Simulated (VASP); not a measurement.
# LaC2: structure and properties in VASP, part 3 of 6

What structure does LaC2 take at this level, and what are its properties? The start is a cell from a database of measured crystal structures.

VASP 6.6.1; r2SCAN with rVV10; plane waves and PAW (La, C).

Still holding for the runs below: This run has no spin polarisation. Its electron count is odd, so without a moment it is a metal by construction. The k-mesh is coarse for a metal.

So far. Step 2 (Full relaxation (r2SCAN + rVV10)): It ends with a largest force of 0.002 eV/Å and a pressure of 0.01 GPa. The volume lies -0.1 % from that of the database's start, which holds the thermal and zero-point expansion of its experiment. Step 3 (Single point with fields (r2SCAN + rVV10)): In this run the pressure is 0.00 GPa, small enough to go on.

## (4) Band structure (r2SCAN + rVV10)

Levels along the symmetry lines show where the bands peak and cross; KPOINTS_OPT computes them in the converged potential.

INCAR

```
SYSTEM = LaC2
PREC = Accurate
ENCUT = 520
EDIFF = 1E-06
NELM = 100
ISMEAR = 0
SIGMA = 0.05
LREAL = .FALSE.
ALGO = Normal
METAGGA = R2SCAN
LUSE_VDW = .TRUE.
IVDW_NL = 2
BPARAM = 11.95
CPARAM = 0.0093
LASPH = .TRUE.
NBANDS = 22
LORBIT = 11
LWAVE = .FALSE.
LCHARG = .FALSE.
KPAR = 2
```

POSCAR

```
LaC2
1.0
   -1.9661423123      1.9661423123      3.2842433333
    1.9661423123     -1.9661423123      3.2842433333
    1.9661423123      1.9661423123     -3.2842433333
La C
1 2
Direct
    0.0000000000      0.0000000000      0.0000000000
    0.4017310197      0.4017310197      0.0000000000
    0.5982689803      0.5982689803      0.0000000000
```

KPOINTS

```
Automatic mesh
0
Gamma
7 7 7
0 0 0
```

KPOINTS_OPT

```
Line mode
16
Line-mode
Reciprocal
  0.00000000   0.00000000   0.00000000 GAMMA
  0.00000000   0.00000000   0.50000000 X

  0.00000000   0.00000000   0.50000000 X
 -0.17919639   0.17919639   0.50000000 Y

 -0.17919639   0.17919639   0.50000000 Y
 -0.33959819   0.33959819   0.33959819 S

 -0.33959819   0.33959819   0.33959819 S
  0.00000000   0.00000000   0.00000000 GAMMA

  0.00000000   0.00000000   0.00000000 GAMMA
  0.50000000   0.50000000  -0.50000000 Z

  0.50000000   0.50000000  -0.50000000 Z
  0.33959819   0.66040181  -0.33959819 S1

  0.33959819   0.66040181  -0.33959819 S1
  0.00000000   0.50000000   0.00000000 N

  0.00000000   0.50000000   0.00000000 N
  0.25000000   0.25000000   0.25000000 P

  0.25000000   0.25000000   0.25000000 P
  0.50000000   0.50000000  -0.17919639 Y1

  0.50000000   0.50000000  -0.17919639 Y1
  0.50000000   0.50000000  -0.50000000 Z

  0.00000000   0.00000000   0.50000000 X
  0.25000000   0.25000000   0.25000000 P
```

PAW data sets: La and C (PBE family, release 64).

Started as:

```console
mpirun -np 2 vasp_std
```

The log of the run:

```text
[banner, memory and clock lines left out]
running    2 mpi-ranks, on    1 nodes
 distrk:  each k-point on    1 cores,    2 groups
 distr:  one band on    1 cores,    1 groups

 POSCAR found type information on POSCAR LaC
 POSCAR found :  2 types and       3 ions
 [... a notice as in an earlier step ...]

 [... a notice as in an earlier step ...]

 LDA part: xc-table for (None), standard interpolation
 POSCAR, INCAR and KPOINTS ok, starting setup
 FFT: planning ... GRIDC
 FFT: planning ... GRID_SOFT
 FFT: planning ... GRID
 WAVECAR not read
 entering main loop
       N       E                     dE             d eps       ncg     rms          rms(c)
Total rVV10 correction in eV:      0.2768346    19.4986125
Total rVV10 correction in eV:      0.2768346    19.4986125
DAV:   1     0.110553460398E+03    0.11055E+03   -0.71662E+03  2010   0.117E+03
DAV:   2    -0.374889600194E+02   -0.14804E+03   -0.12387E+03  1950   0.214E+02
DAV:   3    -0.560413598820E+02   -0.18552E+02   -0.17801E+02  2340   0.868E+01
DAV:   4    -0.574963537121E+02   -0.14550E+01   -0.14493E+01  2822   0.219E+01
DAV:   5    -0.575222018675E+02   -0.25848E-01   -0.25821E-01  2588   0.230E+00    0.784E+00
Total rVV10 correction in eV:      0.3036791    19.4986126
Total rVV10 correction in eV:      0.3036791    19.4986126
DAV:   6    -0.503154112704E+02    0.72068E+01   -0.49569E+00  2948   0.128E+01    0.419E+00
Total rVV10 correction in eV:      0.3205937    19.4986126
Total rVV10 correction in eV:      0.3205937    19.4986126
DAV:   7    -0.502769290463E+02    0.38482E-01   -0.13039E+00  2870   0.584E+00    0.220E+00
Total rVV10 correction in eV:      0.3258029    19.4986178
Total rVV10 correction in eV:      0.3258029    19.4986178
DAV:   8    -0.503062447602E+02   -0.29316E-01   -0.21562E-01  2972   0.398E+00    0.677E-01
Total rVV10 correction in eV:      0.3297295    19.4986705
Total rVV10 correction in eV:      0.3297295    19.4986705
DAV:   9    -0.502917603469E+02    0.14484E-01   -0.34984E-02  2974   0.129E+00    0.258E-01
Total rVV10 correction in eV:      0.3309439    19.4987627
Total rVV10 correction in eV:      0.3309439    19.4987627
DAV:  10    -0.502911292805E+02    0.63107E-03   -0.12929E-02  2854   0.777E-01    0.110E-01
Total rVV10 correction in eV:      0.3314828    19.4988315
Total rVV10 correction in eV:      0.3314828    19.4988315
DAV:  11    -0.502915620029E+02   -0.43272E-03   -0.69886E-04  2520   0.159E-01    0.589E-02
Total rVV10 correction in eV:      0.3317008    19.4988469
Total rVV10 correction in eV:      0.3317008    19.4988469
DAV:  12    -0.502915988553E+02   -0.36852E-04   -0.88938E-05  3108   0.812E-02    0.258E-02
Total rVV10 correction in eV:      0.3317424    19.4988617
Total rVV10 correction in eV:      0.3317424    19.4988617
DAV:  13    -0.502916224261E+02   -0.23571E-04   -0.10915E-04  2978   0.701E-02    0.766E-03
Total rVV10 correction in eV:      0.3317552    19.4988653
Total rVV10 correction in eV:      0.3317552    19.4988653
DAV:  14    -0.502916296394E+02   -0.72133E-05   -0.14395E-05  2886   0.204E-02    0.669E-03
Total rVV10 correction in eV:      0.3317619    19.4988726
Total rVV10 correction in eV:      0.3317619    19.4988726
DAV:  15    -0.502917406924E+02   -0.11105E-03   -0.33552E-04  2396   0.103E-01    0.167E-02
Total rVV10 correction in eV:      0.3317344    19.4988649
Total rVV10 correction in eV:      0.3317344    19.4988649
DAV:  16    -0.502916235926E+02    0.11710E-03   -0.30385E-04  2296   0.111E-01    0.930E-03
Total rVV10 correction in eV:      0.3317345    19.4988639
Total rVV10 correction in eV:      0.3317345    19.4988639
DAV:  17    -0.502916254664E+02   -0.18738E-05   -0.37340E-05  2848   0.226E-02    0.574E-03
Total rVV10 correction in eV:      0.3317384    19.4988622
Total rVV10 correction in eV:      0.3317384    19.4988622
DAV:  18    -0.502916218585E+02    0.36080E-05   -0.16604E-06  2030   0.686E-03    0.594E-03
Total rVV10 correction in eV:      0.3317315    19.4988582
Total rVV10 correction in eV:      0.3317315    19.4988582
DAV:  19    -0.502916135501E+02    0.83084E-05   -0.32490E-06  2046   0.839E-03    0.721E-03
Total rVV10 correction in eV:      0.3317250    19.4988544
Total rVV10 correction in eV:      0.3317250    19.4988544
DAV:  20    -0.502916057905E+02    0.77596E-05   -0.19605E-06  1888   0.718E-03    0.893E-03
Total rVV10 correction in eV:      0.3317315    19.4988583
Total rVV10 correction in eV:      0.3317315    19.4988583
DAV:  21    -0.502916138248E+02   -0.80343E-05   -0.15518E-06  1718   0.695E-03    0.691E-03
Total rVV10 correction in eV:      0.3317438    19.4988663
Total rVV10 correction in eV:      0.3317438    19.4988663
DAV:  22    -0.502916313110E+02   -0.17486E-04   -0.20980E-05  2100   0.230E-02    0.508E-03
Total rVV10 correction in eV:      0.3317572    19.4988743
Total rVV10 correction in eV:      0.3317572    19.4988743
DAV:  23    -0.502917119978E+02   -0.80687E-04   -0.77134E-06  2400   0.135E-02    0.150E-03
Total rVV10 correction in eV:      0.3317579    19.4988745
Total rVV10 correction in eV:      0.3317579    19.4988745
DAV:  24    -0.502917121294E+02   -0.13158E-06   -0.37054E-07  1230   0.432E-03
Total rVV10 correction in eV:      0.3317595    19.4988759
Total rVV10 correction in eV:      0.3317595    19.4988759
Total rVV10 correction in eV:      0.3317598    19.4988753
Total rVV10 correction in eV:      0.3317598    19.4988753
   1 F= -.50291712E+02 E0= -.50290849E+02  d E =-.172697E-02
 Start KPOINTS_OPT (optional k-point list driver)
k-point batch [1-40\176]
       N       E                     dE             ncg
DAV:   1     0.230759916563E+04   -0.19402E+05     2016
DAV:   2    -0.320731483486E+04   -0.55149E+04     1904
DAV:   3    -0.391799237878E+04   -0.71068E+03     2314
DAV:   4    -0.396829866954E+04   -0.50306E+02     2854
DAV:   5    -0.396919178831E+04   -0.89312E+00     2420
DAV:   6    -0.396924366697E+04   -0.51879E-01     2978
DAV:   7    -0.396924482848E+04   -0.11615E-02     2450
DAV:   8    -0.396924490698E+04   -0.78494E-04     2630
DAV:   9    -0.396924491189E+04   -0.49144E-05     1554
DAV:  10    -0.396924491200E+04   -0.10820E-06     1510
[...]
k-point batch [161-176\176]
       N       E                     dE             ncg
DAV:   1     0.157441252087E+05   -0.99988E+04      792
DAV:   2     0.135908010029E+05   -0.21533E+04      772
DAV:   3     0.133099965886E+05   -0.28080E+03      946
DAV:   4     0.132901587989E+05   -0.19838E+02     1168
DAV:   5     0.132898048803E+05   -0.35392E+00      978
DAV:   6     0.132897872280E+05   -0.17652E-01     1196
DAV:   7     0.132897869917E+05   -0.23632E-03      980
DAV:   8     0.132897869802E+05   -0.11561E-04     1084
DAV:   9     0.132897869800E+05   -0.12746E-06      598
```

The job ended after 7.2 min (2 MPI ranks of AMD EPYC 7R43, shared host; peak memory 0.62 GiB).

From OUTCAR (step 4):

```text
The static configuration has the point symmetry D_4h.

 Found     40 irreducible k-points:

   k-points           NKPTS =     40   k-points in BZ     NKDIM =     40   number of bands    NBANDS=     22

   NELECT =      19.0000    total number of electrons

 E-fermi :   7.4789

 k-point     1 :       0.0000    0.0000    0.0000
  band No.  band energies     occupation
    ...
      7       2.3266      2.00000
      8       4.0038      2.00000
      9       4.0038      2.00000
     10       7.3716      1.99761
     11       7.3716      1.99761
     12       8.1415      0.00000
     13       9.7031      0.00000
     14      10.3764      0.00000
     15      10.4164      0.00000
     16      10.4486      0.00000
    ...

 k-point     2 :       0.1429    0.0000   -0.0000
  band No.  band energies     occupation
    ...
      6       1.3024      2.00000
      7       2.9595      2.00000
      8       3.6764      2.00000
      9       3.7044      2.00000
     10       7.4687      1.22812
     11       7.6604      0.00000
     12       8.4543      0.00000
     13       9.9255      0.00000
     14      10.3675      0.00000
     15      10.4134      0.00000
    ...

  Total        0.0063988      0.0063988      0.0011001      0.0000000     -0.0000000      0.0000000
  in kB        0.2018772      0.2018772      0.0347071      0.0000000     -0.0000000      0.0000000
  external PRESSURE =       0.1461538 kB  Pullay stress =       0.0000000 kB

 POSITION                                       TOTAL-FORCE (eV/Angst)
 -----------------------------------------------------------------------------------
      0.00000      0.00000      0.00000         0.000000      0.000000      0.000000
      0.00000      0.00000      2.63876         0.000000      0.000000      0.001094
      0.00000      0.00000      3.92972        -0.000000     -0.000000     -0.001094
 -----------------------------------------------------------------------------------
    total drift:                               -0.000000     -0.000000     -0.000000

  FREE ENERGIE OF THE ION-ELECTRON SYSTEM (eV)
  ---------------------------------------------------
  free  energy   TOTEN  =       -50.2917121294 eV

  energy  without entropy=      -50.2899851596  energy(sigma->0) =      -50.29084864

[... 8 parts as in an earlier step ...]

[... 5 further parts left out ...]
```

Spin-orbit coupling is off here; with elements this heavy it splits and shifts levels by tenths of an eV or more.

This step gave:

```
SCF cycles              : 24
bands                   : 22
energy at zero smearing : -50.2908 eV
pressure                : 0.01462 GPa
```

Electronic bands along the path, in eV, zero at the Fermi level; # counts the bands kept, so #1 is VASP's band 6:

```tsv
point	#2	#3	#4	#5	#6	#7	#8	#9
Γ	-5.15	-3.48	-3.48	-0.11	-0.11	0.66	2.22	2.90
0.53 of the way	-5.13	-4.30	-3.54	-1.55	1.96	2.29	2.63	2.76
X	-3.87	-3.83	-3.36	-2.30	2.52	2.58	2.63	2.79
0.53 of the way	-4.00	-3.90	-3.58	-1.78	2.50	2.54	2.64	2.75
Y	-4.59	-3.94	-3.52	-0.69	2.22	2.59	2.68	2.69
0.47 of the way	-4.93	-4.19	-3.42	0.58	1.72	2.51	2.66	2.77
S	-4.94	-4.54	-3.38	1.40	1.78	2.08	2.76	2.80
0.47 of the way	-5.30	-4.62	-4.15	0.13	0.74	2.26	2.78	2.83
Γ	-5.15	-3.48	-3.48	-0.11	-0.11	0.66	2.22	2.90
0.53 of the way	-3.67	-3.67	-2.68	-0.16	1.61	1.61	2.60	2.73
Z	-3.68	-3.68	-3.03	-0.61	2.66	2.70	2.73	2.74
0.47 of the way	-4.11	-3.95	-3.09	-0.07	2.49	2.54	2.74	2.74
S1	-4.94	-4.54	-3.38	1.40	1.78	2.08	2.76	2.80
0.47 of the way	-5.16	-4.77	-3.07	1.35	1.82	2.10	2.82	2.82
N	-5.25	-4.88	-2.60	1.20	1.72	2.39	2.82	2.85
0.53 of the way	-4.45	-4.29	-2.58	0.31	0.49	2.51	2.62	2.86
P	-3.83	-3.83	-2.55	-0.19	-0.19	2.60	2.60	2.88
0.53 of the way	-3.99	-3.90	-3.13	-1.27	1.62	2.51	2.63	2.81
Y1	-4.59	-3.94	-3.52	-0.69	2.22	2.59	2.68	2.69
0.47 of the way	-4.66	-3.89	-3.20	0.65	1.70	2.69	2.69	2.71
Z	-3.68	-3.68	-3.03	-0.61	2.66	2.70	2.73	2.74
jump to X	-3.87	-3.83	-3.36	-2.30	2.52	2.58	2.63	2.79
0.53 of the way	-3.88	-3.64	-3.04	-1.53	1.35	2.58	2.62	2.83
P	-3.83	-3.83	-2.55	-0.19	-0.19	2.60	2.60	2.88
```

Of the projections kept (La, C), the largest for each band there; the rest of the weight can lie on other orbitals:

```tsv
point	#2	#3	#4	#5	#6	#7	#8	#9
Γ	C 0.82	C 0.85	C 0.85	La 0.62	La 0.62	La 1.00	La 1.00	La 1.00
X	C 0.78	C 0.82	C 0.83	La 0.67	La 1.00	La 1.00	La 1.00	La 1.00
Y	C 0.81	C 0.77	C 0.81	La 0.60	La 0.99	La 1.00	La 1.00	La 0.94
S	C 0.77	C 0.77	C 0.82	La 0.94	La 0.78	La 0.87	La 0.99	La 1.00
Γ	C 0.82	C 0.85	C 0.85	La 0.62	La 0.62	La 1.00	La 1.00	La 1.00
Z	C 0.83	C 0.83	C 0.83	La 1.00	La 0.99	La 1.00	La 1.00	La 1.00
```

There is no gap at this level.

(Part 3 of 6 ends here.)

[Lines on the potential files, build, host, timing and source positions are cut from VASP's logs without a mark.]

[Logs are printed without paths, hosts, clocks, repeated set-up lines and the standing remarks that a program may print on its own settings, such as how far it seeks lower states.]

[Hosts, paths, dates, database ids (printed as entryN), source tags and the programs' standing remarks are cut or masked in the printed files.]

[A measured line is paired with the nearest computed mode of its activity, which favours agreement.]
